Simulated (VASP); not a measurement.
Calculation: PBE GGA, VASP's PBE PAW potentials (set 64) (plane waves; VASP).

Input for VASP

**INCAR**
```
! general
SYSTEM  =  Mg
PREC    =  Accurate
ENCUT   =  500
LREAL   =  .False.
LASPH   =  .True.

! electronic loop
EDIFF   =  1E-6
NELM    =  100
ALGO    =  Normal

! smearing
ISMEAR  =  1
SIGMA   =  0.1

! functional
GGA     =  PE

! ions
IBRION  =  2
NSW     =  40
ISIF    =  3
EDIFFG  =  -0.02

! output
LWAVE   =  .False.
LCHARG  =  .False.
```

**KPOINTS**
```
Automatic mesh
0
gamma
 13 13 7
0 0 0
```

POSCAR:
```
Mg
1
    1.5991533613    -2.7698153196     0.0000000000
    1.5991533613     2.7698153196     0.0000000000
    0.0000000000    -0.0000000000     5.1669434250
Mg
2
Direct
  0.3333330000   0.6666670000   0.2500000000
  0.6666670000   0.3333330000   0.7500000000
```

POTCAR, in this order: Mg (PBE.64 set). Program: vasp_std.

Output

### OSZICAR
```
       N       E                     dE             d eps       ncg     rms          rms(c)
DAV:   1     0.328969795387E+00    0.32897E+00   -0.12694E+03  1008   0.457E+02
DAV:   2    -0.299036347704E+01   -0.33193E+01   -0.31714E+01  1320   0.296E+01
DAV:   3    -0.301672423678E+01   -0.26361E-01   -0.24639E-01  1482   0.337E+00
DAV:   4    -0.301680448179E+01   -0.80245E-04   -0.80229E-04  1416   0.153E-01
DAV:   5    -0.301680476174E+01   -0.27995E-06   -0.28026E-06  1428   0.702E-03    0.960E-01
DAV:   6    -0.301065840158E+01    0.61464E-02   -0.60983E-04  1272   0.286E-01    0.615E-01
DAV:   7    -0.300315788948E+01    0.75005E-02   -0.23879E-03  1104   0.494E-01    0.341E-02
DAV:   8    -0.300317022906E+01   -0.12340E-04   -0.13636E-05  1656   0.328E-02    0.762E-03
DAV:   9    -0.300316880345E+01    0.14256E-05   -0.12508E-06  1170   0.791E-03    0.625E-04
DAV:  10    -0.300316859029E+01    0.21317E-06   -0.71825E-09   756   0.739E-04
   1 F= -.30031686E+01 E0= -.30026174E+01  d E =-.300317E+01
```

### OUTCAR
```
------------------------ aborting loop because EDIFF is reached ----------------------------------------
  FORCE on cell =-STRESS in cart. coord.  units (eV):
  Direction    XX          YY          ZZ          XY          YZ          ZX
  --------------------------------------------------------------------------------------
  Total       -0.0103303     -0.0103303     -0.0008625      0.0000000     -0.0000000      0.0000000
  in kB       -0.3615925     -0.3615926     -0.0301918      0.0000000     -0.0000000      0.0000000
  external PRESSURE =      -0.2511257 kB  Pullay stress =       0.0000000 kB
  volume of cell :       45.77
      direct lattice vectors                 reciprocal lattice vectors
     1.599153361 -2.769815320  0.000000000     0.312665447 -0.180517451  0.000000000
     1.599153361  2.769815320  0.000000000     0.312665447  0.180517451  0.000000000
     0.000000000  0.000000000  5.166943425     0.000000000  0.000000000  0.193538020
 POSITION                                       TOTAL-FORCE (eV/Angst)
 -----------------------------------------------------------------------------------
      1.59915      0.92327      1.29174        -0.000000      0.000000      0.000000
      1.59915     -0.92327      3.87521         0.000000     -0.000000      0.000000
 -----------------------------------------------------------------------------------
    total drift:                               -0.000000     -0.000006      0.000001
  FREE ENERGIE OF THE ION-ELECTRON SYSTEM (eV)
  ---------------------------------------------------
  free  energy   TOTEN  =        -3.0031685903 eV

  energy  without entropy=       -3.0015149432  energy(sigma->0) =       -3.00261737

 reached required accuracy - stopping structural energy minimisation
```
(Selected blocks of OUTCAR.)

The compound is Mg in the hcp structure. It was relaxed first.
